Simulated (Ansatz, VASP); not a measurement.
**Cross-check of SnTe between VASP and Ansatz**

One calculation is typed for both programs; each brings its own data sets. How far apart do they land? The cell is taken from a series of runs on this material, whose earlier steps may have relaxed, scaled, displaced or heated it; both programs get it as it stands.

Program: Ansatz 0.2.0. Level of theory: plane waves, with VASP 6.6.1 beside it; zone-centre phonons at LDA. Results are calculated unless marked as measured.

## Step 1: The starting structure

Symmetry: I4/mmm, No. 139, tetragonal system. Conventional cell: a = 4.542 Å, b = 4.542 Å, c = 6.228 Å, α = 90.00°, β = 90.00°, γ = 90.00°. Sn has 6 Te at 3.11 to 3.21 Å nearest. Nearest to Te lie 6 Sn at 3.11 to 3.21 Å. Farther neighbours and most contacts between anions are not listed.

## Step 2: VASP: zone-centre phonons, LDA

Second derivatives magnify differences that forces hide, and they need a tight electronic threshold.

Lines of VASP's logs that name or quote its potential files are left out, and so is its time.

The input, INCAR:

```
SYSTEM = SnTe
PREC = Accurate
ENCUT = 500
EDIFF = 1E-08
NELM = 120
ISMEAR = 0
SIGMA = 0.01
LREAL = .FALSE.
ALGO = Normal
GGA = CA
NBANDS = 16
LORBIT = 11
LWAVE = .FALSE.
LCHARG = .FALSE.
ISIF = 2
IBRION = 8
LASPH = .TRUE.
GGA_COMPAT = .FALSE.
KPAR = 2
```

The input, POSCAR:

```
SnTe
1.0
    0.0000000000      3.2113805849      3.1137708804
    3.2113805849      0.0000000000      3.1137708804
    3.2113805849      3.2113805849      0.0000000000
Sn Te
1 1
Direct
    0.0000000000      0.0000000000      0.0000000000
    0.5000000000      0.5000000000      0.5000000000
```

The input, KPOINTS:

```
Automatic mesh
0
Gamma
12 12 12
0 0 0
```

The projector-augmented-wave data sets are Sn_d and Te (LDA family, release 64).

On the command line:

```sh
$ mpirun -np 2 vasp_std
```

Numbers of over 12 decimals in the logs are rounded to 6 here.

The program printed:

```text
[banner, memory and clock lines left out]
running    2 mpi-ranks, on    1 nodes
 distrk:  each k-point on    1 cores,    2 groups
 distr:  one band on    1 cores,    1 groups

 POSCAR found type information on POSCAR SnTe
 POSCAR found :  2 types and       2 ions
 LDA part: xc-table for (Slater(with rela. corr.)+CA(PZ))
 , standard interpolation
 POSCAR, INCAR and KPOINTS ok, starting setup
 FFT: planning ... GRIDC
 FFT: planning ... GRID_SOFT
 FFT: planning ... GRID
 WAVECAR not read
 entering main loop
       N       E                     dE             d eps       ncg     rms          rms(c)
DAV:   1     0.120913639535E+03    0.12091E+03   -0.94204E+03  5264   0.139E+03
DAV:   2     0.148502742681E+01   -0.11943E+03   -0.11694E+03  5704   0.342E+02
DAV:   3    -0.857421888211E+01   -0.10059E+02   -0.10005E+02  6552   0.885E+01
DAV:   4    -0.884931004817E+01   -0.27509E+00   -0.27505E+00  6368   0.160E+01
DAV:   5    -0.886179339165E+01   -0.12483E-01   -0.12483E-01  7832   0.312E+00    0.431E+00
DAV:   6    -0.879424833467E+01    0.67545E-01   -0.15233E-01  7216   0.267E+00    0.272E+00
DAV:   7    -0.878974116456E+01    0.45072E-02   -0.45140E-02  6872   0.109E+00    0.808E-01
DAV:   8    -0.878895057689E+01    0.79059E-03   -0.62968E-03  6624   0.647E-01    0.138E-01
DAV:   9    -0.878895158697E+01   -0.10101E-05   -0.65116E-04  7640   0.213E-01    0.402E-02
DAV:  10    -0.878893961455E+01    0.11972E-04   -0.48758E-05  6872   0.552E-02    0.282E-02
DAV:  11    -0.878893746944E+01    0.21451E-05   -0.25531E-05  6992   0.351E-02    0.180E-02
DAV:  12    -0.878893759775E+01   -0.12831E-06   -0.19112E-06  6200   0.786E-03    0.127E-02
DAV:  13    -0.878893757790E+01    0.19847E-07   -0.39533E-08  7272   0.141E-03    0.904E-03
DAV:  14    -0.878893752070E+01    0.57204E-07   -0.25035E-07  7104   0.488E-03    0.340E-04
DAV:  15    -0.878893752275E+01   -0.20482E-08   -0.17789E-08  5424   0.698E-04
   1 F= -.87889375E+01 E0= -.87889375E+01  d E =-.408262E-12
 Linear response reoptimize wavefunctions to high precision
DAV:   1    -0.878893752244E+01    0.30377E-09   -0.37098E-09  4872   0.790E-04
DAV:   2    -0.878893752247E+01   -0.28194E-10   -0.34256E-10  3456   0.119E-04
 Linear response DOF=           4
 Linear response progress:
  Degree of freedom:   1/  4
       N       E                     dE             d eps       ncg     rms          rms(c)
RMM:   1    -0.218044123847E+00   -0.21804E+00    0.30402E-01 10853   0.105E+01
RMM:   2    -0.223323226628E+00   -0.52791E-02   -0.12158E-02 15752   0.876E-01    0.716E-02
RMM:   3    -0.223218261381E+00    0.10497E-03   -0.97971E-04 17455   0.247E-01    0.370E-02
RMM:   4    -0.222979738214E+00    0.23852E-03   -0.81036E-05 17566   0.720E-02    0.886E-03
RMM:   5    -0.222963006053E+00    0.16732E-04   -0.77545E-06 17969   0.223E-02    0.408E-03
RMM:   6    -0.222965647864E+00   -0.26418E-05   -0.11393E-06 17954   0.772E-03    0.161E-03
RMM:   7    -0.222967808555E+00   -0.21607E-05   -0.29744E-07 18271   0.298E-03    0.583E-04
RMM:   8    -0.222965206105E+00    0.26024E-05    0.11162E-07 17594   0.135E-03    0.131E-04
RMM:   9    -0.222965268381E+00   -0.62276E-07    0.17063E-07 18588   0.578E-04    0.131E-04
RMM:  10    -0.222965230404E+00    0.37977E-07    0.17675E-07 18928   0.279E-04    0.142E-04
RMM:  11    -0.222965204675E+00    0.25729E-07    0.24288E-07 18717   0.153E-04    0.346E-04
RMM:  12    -0.222964876769E+00    0.32791E-06    0.15789E-07 16965   0.946E-05    0.892E-05
RMM:  13    -0.222964732243E+00    0.14453E-06    0.85364E-08 18254   0.613E-05    0.111E-05
RMM:  14    -0.222964714455E+00    0.17787E-07    0.34040E-08 19252   0.361E-05    0.132E-05
RMM:  15    -0.222964679171E+00    0.35284E-07    0.19023E-08 17991   0.269E-05    0.664E-06
RMM:  16    -0.222964676498E+00    0.26733E-08    0.67046E-09 17753   0.212E-05    0.376E-07
 first order change of Fermi-energy  -0.57239E-03
 force on displaced ion       1 direction 1 :   0.545   0.000   0.000
 Linear response progress:
  Degree of freedom:   2/  4
       N       E                     dE             d eps       ncg     rms          rms(c)
RMM:   1    -0.218495745605E+00   -0.21850E+00    0.28094E-01  6342   0.102E+01
RMM:   2    -0.223626201750E+00   -0.51305E-02   -0.12311E-02  9118   0.876E-01    0.895E-02
RMM:   3    -0.223447409013E+00    0.17879E-03   -0.97950E-04 10123   0.247E-01    0.472E-02
RMM:   4    -0.223146431493E+00    0.30098E-03   -0.93519E-05  9968   0.759E-02    0.787E-03
RMM:   5    -0.223143450791E+00    0.29807E-05   -0.82536E-06 10326   0.231E-02    0.377E-03
RMM:   6    -0.223150316726E+00   -0.68659E-05   -0.14816E-06 10242   0.830E-03    0.142E-03
RMM:   7    -0.223150435610E+00   -0.11888E-06   -0.39496E-07 10553   0.326E-03    0.823E-04
RMM:   8    -0.223148891004E+00    0.15446E-05   -0.47097E-08 10383   0.145E-03    0.284E-04
RMM:   9    -0.223148457396E+00    0.43361E-06    0.21411E-07 10776   0.667E-04    0.165E-04
RMM:  10    -0.223148273276E+00    0.18412E-06    0.41317E-07 10828   0.333E-04    0.129E-04
RMM:  11    -0.223148474124E+00   -0.20085E-06    0.36576E-07 10967   0.179E-04    0.438E-04
RMM:  12    -0.223148062579E+00    0.41154E-06    0.20182E-07 10198   0.112E-04    0.120E-04
RMM:  13    -0.223147946350E+00    0.11623E-06    0.11586E-07 10779   0.657E-05    0.265E-05
RMM:  14    -0.223147928128E+00    0.18222E-07    0.47922E-08 11091   0.383E-05    0.174E-05
RMM:  15    -0.223147892378E+00    0.35750E-07    0.27466E-08 10051   0.275E-05    0.175E-06
RMM:  16    -0.223147886296E+00    0.60822E-08    0.94011E-09  8909   0.212E-05    0.137E-06
 first order change of Fermi-energy   0.36122E-02
 force on displaced ion       1 direction 3 :   0.000   0.000  -0.021
 Linear response progress:
  Degree of freedom:   3/  4
       N       E                     dE             d eps       ncg     rms          rms(c)
RMM:   1    -0.483713547338E-01   -0.48371E-01    0.63188E-02 19189   0.836E-01
RMM:   2    -0.488774559180E-01   -0.50610E-03   -0.19848E-03 16850   0.211E-01    0.552E-02
RMM:   3    -0.490310554436E-01   -0.15360E-03   -0.16164E-04 17102   0.594E-02    0.431E-02
RMM:   4    -0.492498612015E-01   -0.21881E-03   -0.23808E-05 16918   0.279E-02    0.545E-03
RMM:   5    -0.492643582795E-01   -0.14497E-04   -0.90947E-07 17392   0.675E-03    0.282E-03
RMM:   6    -0.492620568323E-01    0.23014E-05   -0.84040E-08 16819   0.189E-03    0.574E-04
RMM:   7    -0.492609840464E-01    0.10728E-05   -0.30887E-09 17619   0.411E-04    0.134E-04
RMM:   8    -0.492611441095E-01   -0.16006E-06    0.11169E-08 16867   0.143E-04    0.345E-05
RMM:   9    -0.492610129270E-01    0.13118E-06    0.28957E-07 18180   0.467E-05    0.193E-05
RMM:  10    -0.492610724526E-01   -0.59526E-07    0.99891E-08 18190   0.171E-05    0.280E-06
RMM:  11    -0.492610537211E-01    0.18731E-07    0.88229E-10 16415   0.107E-05    0.128E-06
RMM:  12    -0.492610534260E-01    0.29513E-09   -0.24624E-08 11912   0.782E-06    0.517E-07
 first order change of Fermi-energy   0.46729E-03
 force on displaced ion       2 direction 1 :   0.563   0.000   0.000
 Linear response progress:
  Degree of freedom:   4/  4
       N       E                     dE             d eps       ncg     rms          rms(c)
RMM:   1    -0.482898999774E-01   -0.48290E-01    0.67407E-02 11163   0.876E-01
RMM:   2    -0.489254084442E-01   -0.63551E-03   -0.20512E-03  9796   0.217E-01    0.704E-02
RMM:   3    -0.490840810615E-01   -0.15867E-03   -0.15413E-04  9909   0.600E-02    0.513E-02
RMM:   4    -0.493341692436E-01   -0.25009E-03   -0.28304E-05  9796   0.317E-02    0.534E-03
RMM:   5    -0.493357275275E-01   -0.15583E-05   -0.10387E-06 10105   0.758E-03    0.310E-03
RMM:   6    -0.493345187789E-01    0.12087E-05   -0.84212E-08  9826   0.208E-03    0.633E-04
RMM:   7    -0.493338118607E-01    0.70692E-06    0.47924E-09 10228   0.421E-04    0.135E-04
RMM:   8    -0.493339720066E-01   -0.16015E-06   -0.23605E-08  9812   0.150E-04    0.345E-05
RMM:   9    -0.493338342976E-01    0.13771E-06    0.25021E-07 10667   0.494E-05    0.237E-05
RMM:  10    -0.493338967776E-01   -0.62480E-07    0.12614E-07 10619   0.178E-05    0.267E-06
RMM:  11    -0.493338801817E-01    0.16596E-07   -0.64636E-09  9717   0.108E-05    0.216E-06
RMM:  12    -0.493338751396E-01    0.50421E-08   -0.38929E-08  6951   0.836E-06    0.464E-07
 first order change of Fermi-energy  -0.37827E-02
 force on displaced ion       2 direction 3 :   0.000   0.000   0.010
 Linear response finished
```

Parts of OUTCAR (step 2):

```text
ion  position               nearest neighbor table
   1  0.000  0.000  0.000-   2 3.11   2 3.11   2 3.21   2 3.21   2 3.21   2 3.21
   2  0.500  0.500  0.500-   1 3.11   1 3.11   1 3.21   1 3.21   1 3.21   1 3.21

  LATTYP: Found a body centered tetragonal cell.
 ALAT       =     4.5415779771
 C/A-ratio  =     1.3712286329

 Subroutine GETGRP returns: Found 16 space group operations
 (whereof 16 operations were pure point group operations)

The static configuration has the point symmetry D_4h.

 Found    163 irreducible k-points:

   k-points           NKPTS =    163   k-points in BZ     NKDIM =    163   number of bands    NBANDS=     16

   dimension x,y,z NGX =    36 NGY =   36 NGZ =   36
   dimension x,y,z NGXF=    72 NGYF=   72 NGZF=   72

   ENCUT  =  500.0 eV  36.75 Ry    6.06 a.u.   8.16  8.16  8.28*2*pi/ulx,y,z

   NELECT =      20.0000    total number of electrons

 k-points in reciprocal lattice and weights: Automatic mesh
   0.00000000  0.00000000  0.00000000       0.001
   0.08333333  0.00000000  0.00000000       0.005
   0.16666667  0.00000000  0.00000000       0.005
   0.25000000  0.00000000  0.00000000       0.005
   0.33333333  0.00000000  0.00000000       0.005
   0.41666667 -0.00000000  0.00000000       0.005
   0.50000000  0.00000000  0.00000000       0.002
   0.08333333  0.08333333  0.00000000       0.001
   0.16666667  0.08333333  0.00000000       0.005
[...]
-0.33333333  0.16666667  0.50000000       0.002
  -0.25000000  0.25000000  0.50000000       0.001

 average (electrostatic) potential at core
       1-100.7521       2 -88.9764

  Total       -1.4566791     -1.4566791      0.0270882      0.0000000     -0.0000000      0.0000000
  in kB      -36.3391075    -36.3391075      0.6757578      0.0000000     -0.0000000      0.0000000
  external PRESSURE =     -24.0008191 kB  Pullay stress =       0.0000000 kB

  energy-cutoff  :      500.00
  volume of cell :       64.22
      direct lattice vectors                 reciprocal lattice vectors
     0.000000000  3.211380585  3.113770880    -0.155696277  0.155696277  0.160577004
     3.211380585  0.000000000  3.113770880     0.155696277 -0.155696277  0.160577004
     3.211380585  3.211380585  0.000000000     0.155696277  0.155696277 -0.160577004

 POSITION                                       TOTAL-FORCE (eV/Angst)
 -----------------------------------------------------------------------------------
      0.00000      0.00000      0.00000        -0.000000      0.000000      0.000000
      3.21138      3.21138      3.11377         0.000000     -0.000000      0.000000
 -----------------------------------------------------------------------------------
    total drift:                               -0.000000      0.000000      0.000000

 Eigenvectors and eigenvalues of the dynamical matrix
 ----------------------------------------------------

   1 f  =    0.212693 THz     1.336393 2PiTHz    7.094691 cm-1     0.879629 meV
             X         Y         Z           dx          dy          dz
      0.000000  0.000000  0.000000     0.000000   -0.000000   -0.986049
      3.211381  3.211381  3.113771     0.000000   -0.000000    0.166452

   2 f  =    0.011694 THz     0.073476 2PiTHz    0.390070 cm-1     0.048362 meV
             X         Y         Z           dx          dy          dz
      0.000000  0.000000  0.000000    -0.027994    0.699321   -0.000000
      3.211381  3.211381  3.113771    -0.028569    0.713688    0.000000

   3 f  =    0.011694 THz     0.073476 2PiTHz    0.390070 cm-1     0.048362 meV
             X         Y         Z           dx          dy          dz
      0.000000  0.000000  0.000000    -0.699321   -0.027994    0.000000
      3.211381  3.211381  3.113771    -0.713688   -0.028569   -0.000000

   4 f/i=    0.145548 THz     0.914505 2PiTHz    4.854958 cm-1     0.601938 meV
             X         Y         Z           dx          dy          dz
      0.000000  0.000000  0.000000    -0.000000   -0.000000    0.166452
      3.211381  3.211381  3.113771    -0.000000   -0.000000    0.986049

   5 f/i=    1.483452 THz     9.320802 2PiTHz   49.482625 cm-1     6.135061 meV
             X         Y         Z           dx          dy          dz
      0.000000  0.000000  0.000000    -0.687881   -0.192318   -0.000000
      3.211381  3.211381  3.113771     0.674034    0.188446   -0.000000

   6 f/i=    1.483452 THz     9.320802 2PiTHz   49.482625 cm-1     6.135061 meV
             X         Y         Z           dx          dy          dz
      0.000000  0.000000  0.000000     0.192318   -0.687881   -0.000000
      3.211381  3.211381  3.113771    -0.188446    0.674034   -0.000000

 ELASTIC MODULI CONTR FROM IONIC RELAXATION (kBar)
 Direction    XX          YY          ZZ          XY          YZ          ZX
 --------------------------------------------------------------------------------
 XX           0.0000      0.0000      0.0000      0.0000      0.0000      0.0000
 YY           0.0000      0.0000      0.0000      0.0000      0.0000      0.0000
 ZZ           0.0000      0.0000      0.0000      0.0000      0.0000      0.0000
 XY           0.0000      0.0000      0.0000      0.0000      0.0000      0.0000
 YZ           0.0000      0.0000      0.0000      0.0000      0.0000      0.0000
 ZX           0.0000      0.0000      0.0000      0.0000      0.0000      0.0000
 --------------------------------------------------------------------------------
```

(Continued in part 2 of 2.)

[Lines on the potential files, build, host, timing and source positions are cut from VASP's logs without a mark.]

[Logs are printed without paths, hosts, clocks, repeated set-up lines and the standing remarks that a program may print on its own settings, such as how far it seeks lower states.]

[Hosts, paths, dates, database ids (printed as entryN), source tags and the programs' standing remarks are cut or masked in the printed files.]
